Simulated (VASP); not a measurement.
```
CELL_PARAMETERS angstrom
      1.57500    -2.72798     0.00000
      1.57500     2.72798     0.00000
      0.00000     0.00000    12.32000
ATOMIC_POSITIONS crystal
  W  0.33333 0.66667 0.25000
  W  0.66667 0.33333 0.75000
  S  0.33333 0.66667 0.87800
  S  0.66667 0.33333 0.37800
  S  0.66667 0.33333 0.12200
  S  0.33333 0.66667 0.62200
```

These are LDA (Ceperley-Alder, Perdew-Zunger), VASP's LDA PAW potentials (set 64) (plane waves; VASP) values and carry that method's errors. Numerical set-up: 300 eV cut-off, 6×6×2 Γ-centred mesh, Fermi-Dirac smearing of 0.050 eV, potentials W_sv S.

Unless said otherwise, spin-orbit coupling is left out, though it shifts the bands of the heavy elements here.

Give the energies of bands 17 to 30 at the high-symmetry points, in eV from the valence-band maximum.

| band | Γ | M | K | A | L | H |
|---|---|---|---|---|---|---|
| 17 | -3.42 | -5.46 | -5.30 | -3.41 | -5.02 | -5.16 |
| 18 | -3.40 | -4.74 | -5.03 | -3.41 | -5.02 | -5.16 |
| 19 | -3.40 | -4.05 | -4.47 | -2.92 | -4.01 | -4.71 |
| 20 | -2.18 | -3.96 | -4.47 | -2.92 | -4.01 | -4.71 |
| 21 | -2.18 | -2.96 | -4.12 | -2.15 | -2.87 | -3.72 |
| 22 | -2.13 | -2.73 | -4.12 | -2.15 | -2.87 | -3.72 |
| 23 | -2.13 | -1.88 | -2.89 | -2.15 | -1.77 | -3.08 |
| 24 | -1.45 | -1.68 | -2.89 | -2.15 | -1.77 | -3.08 |
| 25 | -1.29 | -1.67 | -0.75 | -0.32 | -1.57 | -0.65 |
| 26 | 0.00 | -1.50 | -0.52 | -0.32 | -1.57 | -0.65 |
| 27 | 2.33 | 2.33 | 1.33 | 2.32 | 2.35 | 1.33 |
| 28 | 2.33 | 2.37 | 1.33 | 2.32 | 2.35 | 1.33 |
| 29 | 2.34 | 2.55 | 1.93 | 2.33 | 2.76 | 2.50 |
| 30 | 2.35 | 2.91 | 3.25 | 2.33 | 2.76 | 2.50 |

The gap is indirect, 0.91 eV, from the valence maximum at Γ to the conduction minimum at (0.17, 0.17, 0.00).

The structure is a typed WS2 crystal. The cell was not relaxed at this level.
